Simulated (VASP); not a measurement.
NbAl2N3: relaxation of cell and atoms with PBE

Crystal: NbAl2N3.

```
Al Nb N
1.0
     4.21671    0.00000    0.00000
     0.00000    2.99499    0.00000
    -0.21213    0.00000    5.01734
Al Nb N
2 1 3
Cartesian
  1.9665 1.4975 2.5450
  -0.1657 0.0000 4.9792
  2.9055 1.4975 0.6772
  1.0990 1.4975 4.3485
  0.8028 0.0000 1.8477
  3.1912 0.0000 3.1631
```

The cell was built by a generator and needn't be a form met in nature.

```json
{
 "Program": "VASP 6.6.1",
 "Task": "relaxation of cell and atoms",
 "Functional": "PBE",
 "Potentials or basis": "VASP PAW PBE potentials, release 64 (Al, Nb_sv, N)",
 "Cutoff": "520 eV",
 "k mesh": "3 × 5 × 3",
 "Occupations": "gaussian, width 0.15 eV",
 "Spin": "no spin polarisation",
 "Further INCAR settings": "PREC = Normal; ALGO = Fast; EDIFF = 0.0001; IBRION = 2; EDIFFG = -0.08; NSW = 24; ISIF = 3"
}
```

The relaxed volume is 10.67 Å³/atom. The relaxed cell is a = 4.887 Å, b = 2.928 Å, c = 4.941 Å, α = 90.00°, β = 115.19°, γ = 90.00°, the space group after relaxing (to 0.05 Å) is Pm (No. 6) and the energy gained by relaxing is 2005.8 meV/atom. The ionic steps are 21, the pressure after relaxing is -0.2 GPa and the largest force after relaxing is 0.075 eV/Å. The band gap on the k mesh is 0.16 eV, indirect (least direct gap 0.26 eV).

Forces in eV/Å, atoms in the order of the input:
```
Al  -0.002  0.000  0.015
Al  -0.019  0.000 -0.005
Nb   0.038  0.000 -0.046
N    0.042  0.000  0.024
N    0.012  0.000  0.034
N   -0.072  0.000 -0.022
```

Stress tensor (GPa, compression positive):
```
 0.30  0.00  0.29
 0.00 -0.52  0.00
 0.29  0.00 -0.38
```

Step by step:
```csv
step,energy change (eV),largest force (eV/Å),pressure (GPa),volume (Å³)
1,0.0000,13.7970,25.54,63.36
2,-2.5405,22.9543,8.77,78.56
3,-6.7623,4.4121,-4.11,71.69
4,-6.7745,3.9165,-3.79,71.40
5,-8.2437,2.3365,-7.21,69.96
6,-8.8179,5.7855,-1.85,67.57
7,-9.4712,4.5051,-1.16,66.57
8,-9.7373,3.9427,1.44,65.34
9,-10.2468,3.7017,-1.38,65.54
10,-11.1496,2.9776,-6.08,66.07
11,-10.2262,4.1295,-0.48,66.81
12,-11.2706,2.9213,-6.09,66.28
13,-11.7289,1.6246,-2.97,64.91
14,-11.8081,1.2699,0.57,64.13
15,-11.9433,0.8616,-0.26,64.25
16,-12.0098,0.3493,-0.98,64.39
17,-12.0230,0.1891,0.14,64.06
18,-12.0257,0.2553,1.00,63.82
19,-12.0316,0.1478,0.10,64.06
20,-12.0325,0.1277,-0.64,64.19
21,-12.0349,0.0747,-0.20,63.99
```

Final structure:
```
Al Nb N
1.0
     4.81875    0.00000   -0.81490
     0.00000    2.92825    0.00000
    -1.32782    0.00000    4.75961
Al Nb N
2 1 3
Cartesian
  1.2895 1.4641 2.2494
  -0.6386 0.0000 4.2494
  3.3500 1.4641 0.6456
  0.5214 1.4641 3.9869
  0.1374 0.0000 1.3157
  2.7398 0.0000 2.1743
```

Levels at points of the mesh, in eV from the valence-band top:
```
           k point  band 13  band 14  band 15  band 16  band 17  band 18  band 19  band 20  band 21
(0.00, 0.00, 0.00)    -3.84    -3.75    -3.28    -3.03    -0.98     0.70     1.16     2.32     3.41
```

Run time: 2.6 min on 1 thread of Intel(R) Xeon(R) 6975P-C (Granite Rapids), with other jobs on the host, peak memory 0.14 GiB.

Caveat: the k mesh is coarse (spacing up to 0.50 Å⁻¹), so the values aren't converged; an odd mesh through Γ misses points on the zone boundary, where band edges often lie.
